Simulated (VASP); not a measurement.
ZnRe2:

```
Zn Re
1.0
     0.00000    2.89556    2.89556
     2.89556    0.00000    2.89556
     2.89556    2.89556    0.00000
Zn Re
1 2
Direct
  0.00000 0.00000 0.00000
  0.75000 0.75000 0.75000
  0.25000 0.25000 0.25000
```

The cell was built by a generator and needn't be a form met in nature.

Base run:

```yaml
Program: VASP 6.6.1
Functional: PBEsol
Potentials_or_basis: VASP PAW PBE potentials, release 64 (Zn, Re)
Cutoff: 520 eV
k_mesh: 8 × 8 × 8
Occupations: fermi-dirac, width 0.05 eV
Spin: no spin polarisation
```

Its results: pressure -7.2 GPa.

Q: The run is repeated on the same cell with these changes: functional from PBEsol to PW91. What comes out?

A: Pressure 1.7 GPa.

PW91 binds less tightly than PBEsol, so the same cell stands under more pressure.

Caveats: the PAW data sets were made with another functional, which shifts forces and pressure a little.

Not every run made on this cell is shown here.
